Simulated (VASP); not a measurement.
Given:

```xyz
3
Lattice="0.0000 3.4386 3.4386 3.4386 0.0000 3.4386 3.4386 3.4386 0.0000" Properties=species:S:1:pos:R:3 pbc="T T T"
Sr     0.0000     0.0000     0.0000
Cl     1.7193     1.7193     1.7193
Cl     5.1578     5.1578     5.1578
```

These are TPSS meta-GGA, VASP's PBE PAW potentials (set 64) (plane waves; VASP) values and carry that method's errors. Settings: 520 eV cut-off, 6×6×6 Γ-centred mesh, Gaussian smearing of 0.050 eV, potentials Sr_sv Cl.

### Question
What does the run give for the energy per atom (σ→0), pressure, band gap (on the k-mesh) with the smallest direct gap where there is one?

### Answer

| Property | Value |
|---|---|
| band gap (on the k-mesh) | 5.82 eV |
| smallest direct gap (on the k-mesh) | 5.82 eV |
| energy per atom (σ→0) | -10930 meV/atom |
| pressure | 2.55 GPa |

The compound is SrCl2 in the fluorite structure. This cell is one point of a volume scan, at 0.94 of the reference volume.
